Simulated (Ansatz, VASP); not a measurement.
# Rh (Rh(111)) in two plane-wave programs

Aim: how closely do two programs agree when they are given the same cell, functional and k mesh? The structure shown is the end of the VASP relaxation below.

Main program and level: Ansatz 0.2.0; plane waves, with VASP 6.6.1 beside it; single point at PBEsol.

In doubt: too few empty bands were carried, so the values of those runs are not to be relied on.

**1. The starting structure**

The cell holds 7 atoms: 7 Rh. Its edges and angles: a = 2.669 Å, b = 2.669 Å, c = 28.075 Å, α = 90.0°, β = 90.0°, γ = 60.0°. It derives from Rh. As first built, before any earlier steps moved the atoms: 7 layers of fcc Rh, cut at this functional's lattice. Vacuum lies along c.

**2. VASP: relaxation, PBEsol**

This run makes the geometry at which the two programs are then compared.

Lines of VASP's logs that name or quote its potential files are left out, and so is its time.

File INCAR:

```
SYSTEM = Rh
PREC = Normal
ENCUT = 320
EDIFF = 1E-05
NELM = 120
ISMEAR = 1
SIGMA = 0.15
LREAL = .FALSE.
ALGO = Fast
GGA = PS
NBANDS = 39
LASPH = .TRUE.
LORBIT = 11
LWAVE = .FALSE.
LCHARG = .FALSE.
KPAR = 4
IBRION = 2
NSW = 40
ISIF = 2
EDIFFG = -0.03
POTIM = 0.4
MAXMIX = 40
```

File POSCAR:

```
Rh
1.0
    2.6689205601      0.0000000000      0.0000000000
    1.3344602801      2.3113530057      0.0000000000
    0.0000000000      0.0000000000     28.0749870726
Rh
7
Direct
    0.0000000000      0.0000000000      0.2671417100
    0.3333333300      0.3333333300      0.3447611400
    0.6666666700      0.6666666700      0.4223805700
    0.0000000000      0.0000000000      0.5000000000
    0.3333333300      0.3333333300      0.5776194300
    0.6666666700      0.6666666700      0.6552388600
    0.0000000000      0.0000000000      0.7328582900
```

File KPOINTS:

```
Automatic mesh
0
Gamma
15 15 1
0 0 0
```

Potentials, in the order of the species: Rh (PBE family, release 64).

Launch:

```bash
mpirun -np 4 vasp_std
```

Numbers of over 12 decimals in the logs are rounded to 6 here.

The log of the run:

```text
[banner, memory and clock lines left out]
running    4 mpi-ranks, on    1 nodes
 distrk:  each k-point on    1 cores,    4 groups
 distr:  one band on    1 cores,    1 groups

 POSCAR found type information on POSCAR Rh
 POSCAR found :  1 types and       7 ions
|                                                                             |
|               ----> ADVICE to this user running VASP <----                  |
|                                                                             |
|     You enforced a specific xc type in the INCAR file but a different       |
|     [... a line on the potential file left out ...]
|     I HOPE YOU KNOW WHAT YOU ARE DOING!                                     |
|                                                                             |

 LDA part: xc-table for (Slater+PW92), standard interpolation
 POSCAR, INCAR and KPOINTS ok, starting setup
 FFT: planning ... GRIDC
 FFT: planning ... GRID_SOFT
 FFT: planning ... GRID
 WAVECAR not read
 entering main loop
       N       E                     dE             d eps       ncg     rms          rms(c)
DAV:   1     0.307546289391E+03    0.30755E+03   -0.23131E+04  2127   0.998E+02
DAV:   2    -0.427881330167E+02   -0.35033E+03   -0.32748E+03  2423   0.265E+02
DAV:   3    -0.587593945243E+02   -0.15971E+02   -0.14971E+02  2793   0.520E+01
DAV:   4    -0.595229157040E+02   -0.76352E+00   -0.71914E+00  2615   0.105E+01
DAV:   5    -0.595635653018E+02   -0.40650E-01   -0.40429E-01  3042   0.206E+00    0.294E+01
RMM:   6    -0.573842402440E+02    0.21793E+01   -0.11833E+01  2140   0.190E+01    0.162E+01
RMM:   7    -0.125359670659E+03   -0.67975E+02   -0.65704E+01  3088   0.294E+01    0.538E+01
RMM:   8    -0.794405659262E+02    0.45919E+02   -0.20442E+01  2404   0.139E+01    0.355E+01
RMM:   9    -0.675071032443E+02    0.11933E+02   -0.11373E+01  2317   0.131E+01    0.290E+01
RMM:  10    -0.566905865119E+02    0.10817E+02   -0.99836E+00  2367   0.106E+01    0.119E+01
RMM:  11    -0.555063595176E+02    0.11842E+01   -0.15639E+00  2337   0.380E+00    0.624E+00
RMM:  12    -0.553126817724E+02    0.19368E+00   -0.28398E-01  2480   0.139E+00    0.430E+00
RMM:  13    -0.552422627388E+02    0.70419E-01   -0.76899E-02  2329   0.748E-01    0.289E+00
RMM:  14    -0.552402989167E+02    0.19638E-02   -0.24635E-02  2730   0.313E-01    0.273E+00
RMM:  15    -0.552229602167E+02    0.17339E-01   -0.29689E-02  2420   0.509E-01    0.170E+00
RMM:  16    -0.552121998822E+02    0.10760E-01   -0.67728E-02  2511   0.623E-01    0.114E+00
RMM:  17    -0.552068697723E+02    0.53301E-02   -0.22859E-02  2325   0.560E-01    0.861E-01
RMM:  18    -0.552037239885E+02    0.31458E-02   -0.83417E-03  2233   0.251E-01    0.556E-01
RMM:  19    -0.552034728289E+02    0.25116E-03   -0.12360E-03  2497   0.972E-02    0.492E-01
RMM:  20    -0.552013826019E+02    0.20902E-02   -0.88222E-04  2223   0.900E-02    0.858E-02
RMM:  21    -0.552014962280E+02   -0.11363E-03   -0.48588E-04  2313   0.516E-02    0.101E-01
RMM:  22    -0.552014072030E+02    0.89025E-04   -0.76505E-05  2080   0.397E-02    0.226E-02
RMM:  23    -0.552014260074E+02   -0.18804E-04   -0.53948E-05  1762   0.275E-02    0.557E-02
RMM:  24    -0.552014318354E+02   -0.58280E-05   -0.22014E-06  1253   0.134E-02
   1 F= -.55201432E+02 E0= -.55201480E+02  d E =-.552014E+02
[... from here on, the cycles between the ionic steps are left out ...]
   2 F= -.55216783E+02 E0= -.55217416E+02  d E =-.153514E-01
   3 F= -.55221167E+02 E0= -.55222220E+02  d E =-.197351E-01
   4 F= -.55221297E+02 E0= -.55222418E+02  d E =-.198651E-01
   5 F= -.55222375E+02 E0= -.55223592E+02  d E =-.107838E-02
   6 F= -.55222550E+02 E0= -.55223823E+02  d E =-.125294E-02
   7 F= -.55222543E+02 E0= -.55223805E+02  d E =-.124604E-02
   8 F= -.55222551E+02 E0= -.55223818E+02  d E =-.125373E-02
   9 F= -.55222993E+02 E0= -.55224260E+02  d E =-.441866E-03
 ZBRENT: can't locate minimum, use default step
 trial-energy change:   -0.000442  1 .order   -0.000429   -0.000474   -0.000383
 step:   5.1775(harm=  6.7664)  dis= 0.01283  next Energy=   -55.223790 (dE=-0.124E-02)
 bond charge predicted
       N       E                     dE             d eps       ncg     rms          rms(c)
DAV:   1    -0.552237212115E+02   -0.72783E-03   -0.12803E+00  2106   0.466E+00    0.192E-01
RMM:   2    -0.552237566260E+02   -0.35414E-04   -0.54783E-03  2120   0.549E-01    0.988E-03
RMM:   3    -0.552238618003E+02   -0.10517E-03   -0.70884E-04  2142   0.193E-01    0.490E-03
RMM:   4    -0.552238867366E+02   -0.24936E-04   -0.17553E-04  2225   0.758E-02    0.443E-03
RMM:   5    -0.552239013498E+02   -0.14613E-04   -0.40429E-05  1474   0.322E-02    0.455E-03
RMM:   6    -0.552239045732E+02   -0.32233E-05   -0.72085E-06  1074   0.128E-02
  10 F= -.55223905E+02 E0= -.55225182E+02  d E =-.135393E-02
 curvature:  -4.01 expect dE=-0.516E-03 dE for cont linesearch -0.136E-03
 trial: gam= 0.02883 g(F)=  0.128E-03 g(S)=  0.000E+00 ort = 0.127E-03 (trialstep = 0.207E+01)
 search vector abs. value=  0.136E-03
 reached required accuracy - stopping structural energy minimisation
```

From OUTCAR (step 2):

```text
ion  position               nearest neighbor table
   1  0.000  0.000  0.267-   2 2.67   2 2.67   2 2.67
   2  0.333  0.333  0.345-   3 2.67   3 2.67   1 2.67   1 2.67   1 2.67   3 2.67
   3  0.667  0.667  0.422-   2 2.67   2 2.67   4 2.67   4 2.67   4 2.67   2 2.67
   4  0.000  0.000  0.500-   3 2.67   5 2.67   3 2.67   5 2.67   3 2.67   5 2.67
   5  0.333  0.333  0.578-   6 2.67   6 2.67   4 2.67   4 2.67   4 2.67   6 2.67
   6  0.667  0.667  0.655-   5 2.67   5 2.67   7 2.67   7 2.67   7 2.67   5 2.67
   7  0.000  0.000  0.733-   6 2.67   6 2.67   6 2.67

  LATTYP: Found a hexagonal cell.
 ALAT       =     2.6689205601
 C/A-ratio  =    10.5192291941

 Subroutine GETGRP returns: Found 12 space group operations
 (whereof 12 operations were pure point group operations)

The static configuration has the point symmetry D_3d.

 Found     27 irreducible k-points:

   k-points           NKPTS =     27   k-points in BZ     NKDIM =     27   number of bands    NBANDS=     39

   dimension x,y,z NGX =    12 NGY =   12 NGZ =  126
   dimension x,y,z NGXF=    24 NGYF=   24 NGZF=  252

   ENCUT  =  320.0 eV  23.52 Ry    4.85 a.u.   3.89  3.89 40.95*2*pi/ulx,y,z

   NELECT =      63.0000    total number of electrons

 k-points in reciprocal lattice and weights: Automatic mesh
   0.00000000  0.00000000  0.00000000       0.004
   0.06666667  0.00000000  0.00000000       0.027
   0.13333333  0.00000000  0.00000000       0.027
   0.20000000 -0.00000000  0.00000000       0.027
   0.26666667  0.00000000  0.00000000       0.027
   0.33333333 -0.00000000  0.00000000       0.027
   0.40000000  0.00000000  0.00000000       0.027
   0.46666667 -0.00000000  0.00000000       0.027
   0.13333333  0.06666667  0.00000000       0.027
[...]
-0.40000000  0.26666667  0.00000000       0.053
  -0.33333333  0.33333333  0.00000000       0.009

 average (electrostatic) potential at core
       1 -68.9682       2 -69.4750       3 -69.3717       4 -69.3251       5 -69.3717
       6 -69.4750       7 -68.9682

 E-fermi :   4.1214

 k-point     1 :       0.0000    0.0000    0.0000
  band No.  band energies     occupation
    ...
     33       3.3163      2.00000
     34       3.5007      2.00000
     35       3.5007      2.00000
     36       4.0077      1.95665
     37       4.0077      1.95665
     38       4.4503     -0.00816
     39       4.6693     -0.00000

 k-point     2 :       0.0667    0.0000    0.0000
  band No.  band energies     occupation
    ...
     34       3.5243      2.00000
     35       3.5796      2.00000
     36       3.7405      2.00194
     37       3.9929      2.00626
     38       4.0165      1.91909
     39       4.4595     -0.00647

 k-point     3 :       0.1333    0.0000    0.0000
  band No.  band energies     occupation
    ...
     33       3.1890      2.00000
     34       3.2813      2.00000
     35       3.5698      2.00000
     36       3.7101      2.00073
     37       4.0351      1.81728
     38       4.4824     -0.00348
     39       4.5736     -0.00017

  Total       -3.0177989     -3.0177989     -0.9024922     -0.0000000      0.0000000     -0.0000000
  in kB      -27.9176842    -27.9176842     -8.3489628     -0.0000000      0.0000000     -0.0000000
  external PRESSURE =     -21.3947770 kB  Pullay stress =       0.0000000 kB

  energy-cutoff  :      320.00
  volume of cell :      173.19
      direct lattice vectors                 reciprocal lattice vectors
     2.668920560  0.000000000  0.000000000     0.374683314 -0.216323512  0.000000000
     1.334460280  2.311353006  0.000000000     0.000000000  0.432647024  0.000000000
     0.000000000  0.000000000 28.074987073     0.000000000  0.000000000  0.035618894

 POSITION                                       TOTAL-FORCE (eV/Angst)
 -----------------------------------------------------------------------------------
      4.00338      2.31135      7.54474         0.000000     -0.000000     -0.002228
      1.33446      0.77045      9.67677        -0.000000     -0.000000      0.028604
      2.66892      1.54090     11.84110        -0.000000      0.000000      0.029002
      4.00338      2.31135     14.03749         0.000000     -0.000000      0.000000
      1.33446      0.77045     16.23388         0.000000     -0.000000     -0.029002
      2.66892      1.54090     18.39822         0.000000      0.000000     -0.028604
      0.00000      0.00000     20.53024        -0.000000      0.000000      0.002228
 -----------------------------------------------------------------------------------
    total drift:                                0.000000      0.000000     -0.000000

  FREE ENERGIE OF THE ION-ELECTRON SYSTEM (eV)
  ---------------------------------------------------
  free  energy   TOTEN  =       -55.2239045732 eV

  energy  without entropy=      -55.2277363011  energy(sigma->0) =      -55.22518182

 reached required accuracy - stopping structural energy minimisation

 total charge
# of ion       s       p       d       tot
------------------------------------------
    1        0.489   0.471   7.362   8.321
    2        0.505   0.630   7.368   8.503
    3        0.504   0.616   7.368   8.488
    4        0.502   0.607   7.365   8.474
    5        0.504   0.616   7.368   8.488
    6        0.505   0.630   7.368   8.503
    7        0.489   0.471   7.362   8.321
--------------------------------------------------
tot          3.497   4.040  51.561  59.098

[... 3 further parts left out ...]
```

CONTCAR:

```
Rh
   1.00000000000000
     2.6689205601000001    0.0000000000000000    0.0000000000000000
     1.3344602801000001    2.3113530057000000    0.0000000000000000
     0.0000000000000000    0.0000000000000000   28.0749870725999990
  Rh
     7
Direct
     1.0000000000000000    1.0000000000000000    0.2687354647448412
     0.3333333300000021    0.3333333300000021    0.3446757572539471
     0.6666666699999979    0.6666666699999979    0.4217669997640919
     1.0000000000000000    1.0000000000000000    0.5000000000000000
     0.3333333300000021    0.3333333300000021    0.5782330002359083
     0.6666666699999979    0.6666666699999979    0.6553242427460528
     0.0000000000000000    0.0000000000000000    0.7312645352551588
```

This run has no spin polarisation. Its electron count is odd, so without a moment it is a metal by construction. The run keeps the 12 symmetry operations of its start, so it cannot find a distortion of lower symmetry.

[end of part 1 of 2]

[Lines on the potential files, build, host, timing and source positions are cut from VASP's logs without a mark.]

[Logs are printed without paths, hosts, clocks, repeated set-up lines and the standing remarks that a program may print on its own settings, such as how far it seeks lower states.]

[Hosts, paths, dates, database ids (printed as entryN), source tags and the programs' standing remarks are cut or masked in the printed files.]
